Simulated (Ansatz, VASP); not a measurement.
# Cross-check of Zn (Zinc) between VASP and Ansatz, part 2 of 2

One calculation is typed for both programs; each brings its own data sets. How far apart do they land? Of the first pair: The structure shown is the end of the Ansatz relaxation below.

VASP 6.6.1 and Ansatz 0.2.0.

So far. Step 3 (VASP: single point, LDA, pair 1): The run ends at a pressure of 2.88 GPa.

**6. Ansatz: relaxation of cell and atoms, LDA**

Level of this step: Ansatz beside VASP: Kohn-Sham DFT, plane waves, LDA (Ansatz).

The same cell, functional (in two slightly different forms), mesh and smearing now go to Ansatz, which takes its cutoff from its data sets.

The cell is taken from a series of runs on this material, whose earlier steps may have relaxed, scaled, displaced or heated it; both programs get it as it stands.

Input file input.yaml:

```yaml
crystal:
  lattice:
    - [2.5507972409, 0.0, 0.0]
    - [-1.2753986205, 2.2090552106, 0.0]
    - [0.0, 0.0, 4.8513053932]
  atoms:
    - { symbol: Zn, position: [0.3333333333, 0.6666666667, 0.25] }
    - { symbol: Zn, position: [0.6666666667, 0.3333333333, 0.75] }
kpoints:
  mp_grid: { grid: [18, 18, 10] }
hamiltonian:
  xc: lda
  pseudopotentials: { kind: paw, azcp: { folder: soft_1 }, xc_functional: pbe }
scf:
  occupations: { method: methfessel_paxton, width: 0.2 }
output:
  forces: true
  stress: true
  eigenvalues: true
relax:
  adjacent_minimum: "off"
  f_tol: 0.001
  max_steps: 60
  cell: { stress_tol: 0.01 }
```

Launch:

```console
$ ansatz run input.yaml --threads 4 --pin off --max-ram 10240MiB --backend cpu --events-out ev --progress --plain --runs-dir out
```

Numbers of over 12 decimals in the logs are rounded to 6 here.

What it wrote:

```text
[...]
Crystal: 2 atoms, lattice volume = 27.336 Å³
Basis set: ecut = 420 eV, 527 PW (Γ)
Bands: 16, of which v1, the nominal top of the filled ones, is band 12 counted from 1 (11 counted from 0)
Symmetry: 24 space group operations
[...]
k-points: 222 of 3240
[...]
k-point 221: bands = [... 8 lower, 4.9333, 4.9333, 13.3245, 13.3245, 14.2162, 14.2162, 14.9224, 14.9224]
--- Relaxed structure (3 steps of the walk, 3 accepted, 1 SCFs on fresh bases) ---
[...]
cell:  # Å, volume = 27.3452 Å³
    - [2.550326, 2.8862152252639463e-11, 0.0]
    - [-1.275163, 2.208647, 0.0]
    - [0.0, 0.0, 4.854661]
  atoms:
    - { symbol: Zn, position: [0.333333, 0.666667, 0.25] }
    - { symbol: Zn, position: [0.666667, 0.333333, 0.750000] }
[key lines of the parts left out:]
SCF converged after 5 iterations
Free energy (F): -6492.532180 eV
Fermi energy:    12.238050 eV
P = ⅓ Tr σ = 0.0067 GPa (0.067 kbar)
```

**7. Comparison**

What differs besides the data sets and the points named for the pairs above, as far as they apply: Ansatz adds a Pulay correction to the stress that steers its cell, VASP none. Total energies have different zeros and are not compared.

Compared:

```
                                         quantity  Ansatz   VASP  difference
                                      volume (Å³)   27.35  27.53     -0.66 %
edge a after relaxation, in the typed setting (Å)   2.550  2.557     -0.27 %
edge c after relaxation, in the typed setting (Å)   4.855  4.860     -0.12 %
```

**8. Ansatz: relaxation, LDA**

This run makes the geometry at which the two programs are then compared.

The structure compared here is the end of the Ansatz relaxation.

input.yaml, the sections that differ from step 6:

```yaml
crystal:
  lattice:
    - [2.4738158522, 0.0, 0.0]
    - [-1.2369079261, 2.1423873723, 0.0]
    - [0.0, 0.0, 4.9175616474]
  atoms:
    - { symbol: Zn, position: [0.3333333333, 0.6666666667, 0.25] }
    - { symbol: Zn, position: [0.6666666667, 0.3333333333, 0.75] }
relax:
  adjacent_minimum: "off"
  f_tol: 0.001
  max_steps: 60
  cell: { stress_tol: 0.01, fix: [a, b, gamma] }
# kpoints, hamiltonian, scf, output: as in step 6
```

What it wrote:

```text
[...]
Crystal: 2 atoms, lattice volume = 26.062 Å³
Basis set: ecut = 420 eV, 491 PW (Γ)
Bands: 16, of which v1, the nominal top of the filled ones, is band 12 counted from 1 (11 counted from 0)
Symmetry: 24 space group operations
[...]
k-points: 222 of 3240
[...]
k-point 221: bands = [... 8 lower, 5.4336, 5.4336, 14.2636, 14.2636, 15.0487, 15.0487, 16.1056, 16.1056]
--- Relaxed structure (4 steps of the walk, 4 accepted, 1 SCFs on fresh bases) ---
[...]
cell:  # Å, volume = 26.3415 Å³
    - [2.473816, 0, 0.0]
    - [-1.236908, 2.142387, 0.0]
    - [0.0, 0.0, 4.970213]
  atoms:
    - { symbol: Zn, position: [0.333333, 0.666667, 0.25] }
    - { symbol: Zn, position: [0.666667, 0.333333, 0.750000] }
[key lines of the parts left out:]
SCF converged after 6 iterations
Free energy (F): -6492.480613 eV
Fermi energy:    12.664184 eV
P = ⅓ Tr σ = 6.9844 GPa (69.844 kbar)
```

**9. VASP: single point, LDA, pair 3**

The same cell, functional (in two slightly different forms), mesh and smearing now go to VASP, with its own data sets.

Input file INCAR:

```
SYSTEM = Zn
PREC = Accurate
ENCUT = 500
EDIFF = 1E-06
NELM = 120
ISMEAR = 1
SIGMA = 0.2
LREAL = .FALSE.
ALGO = Normal
GGA = CA
NBANDS = 18
LORBIT = 11
LWAVE = .FALSE.
LCHARG = .FALSE.
ISIF = 2
LASPH = .TRUE.
GGA_COMPAT = .FALSE.
KPAR = 2
```

Input file POSCAR:

```
Zn
1.0
    2.4738158522      0.0000000000      0.0000000000
   -1.2369079261      2.1423873723      0.0000000000
    0.0000000000      0.0000000000      4.9702128087
Zn
2
Direct
    0.3333333333      0.6666666667      0.2500000000
    0.6666666667      0.3333333333      0.7500000000
```

Input file KPOINTS:

```
Automatic mesh
0
Gamma
18 18 10
0 0 0
```

PAW data sets: Zn (LDA family, release 64).

Launch:

```console
$ mpirun -np 2 vasp_std
```

What it wrote:

```text
[... set-up lines as in an earlier step ...]
 entering main loop
       N       E                     dE             d eps       ncg     rms          rms(c)
DAV:   1     0.104107109018E+03    0.10411E+03   -0.12260E+04  8376   0.214E+03
DAV:   2     0.126206845325E+00   -0.10398E+03   -0.10087E+03  8024   0.297E+02
DAV:   3    -0.404059964257E+01   -0.41668E+01   -0.41525E+01  9038   0.679E+01
DAV:   4    -0.406094111256E+01   -0.20341E-01   -0.20336E-01  8814   0.474E+00
[...]
DAV:   9    -0.369802387140E+01    0.35450E-04   -0.38627E-04 10186   0.242E-01    0.319E-02
DAV:  10    -0.369802476324E+01   -0.89184E-06   -0.32970E-05  8476   0.588E-02    0.359E-03
DAV:  11    -0.369802465237E+01    0.11088E-06   -0.56180E-07  5184   0.726E-03
   1 F= -.36980247E+01 E0= -.36979041E+01  d E =-.361608E-03
```

Parts of OUTCAR (step 9):

```text
  Total        1.9030308      1.9030308      0.0667648     -0.0000000      0.0000000      0.0000000
  in kB      115.7486813    115.7486813      4.0608555     -0.0000000      0.0000000      0.0000000
  external PRESSURE =      78.5194061 kB  Pullay stress =       0.0000000 kB

 POSITION                                       TOTAL-FORCE (eV/Angst)
 -----------------------------------------------------------------------------------
     -0.00000      1.42826      1.24255         0.000000     -0.000000      0.000000
      1.23691      0.71413      3.72766        -0.000000      0.000000      0.000000
 -----------------------------------------------------------------------------------
    total drift:                               -0.000000      0.000000      0.000000

  FREE ENERGIE OF THE ION-ELECTRON SYSTEM (eV)
  ---------------------------------------------------
  free  energy   TOTEN  =        -3.6980246524 eV

  energy  without entropy=       -3.6976630442  energy(sigma->0) =       -3.69790412

[... 1 part as in an earlier step ...]

[... 2 further parts left out ...]
[key lines of the parts left out:]
E-fermi :   3.7704
```

The run ends at a pressure of 7.85 GPa.

**10. Comparison**

Both answers:

```
      quantity  Ansatz  VASP  difference
pressure (GPa)    6.98  7.85       -0.87
```

**11. Summary of results**

```
difference in pressure (single point, LDA, pair 1)       : -0.78 GPa
difference in volume (relaxation of cell and atoms, LDA) : -0.66 %
difference in pressure (single point, LDA, pair 3)       : -0.87 GPa
```

The difference in pressure is -0.87 GPa (single point, LDA, pair 3), within the 1 GPa picked in this series as the mark of a large difference. 2 further runs of this series are not shown here. Such differences can come from data sets, numerical settings and the points named under the comparisons, not from the functional's error against experiment.

[Lines on the potential files, build, host, timing and source positions are cut from VASP's logs without a mark.]

[Logs are printed without paths, hosts, clocks, repeated set-up lines and the standing remarks that a program may print on its own settings, such as how far it seeks lower states.]

[Hosts, paths, dates, database ids (printed as entryN), source tags and the programs' standing remarks are cut or masked in the printed files.]
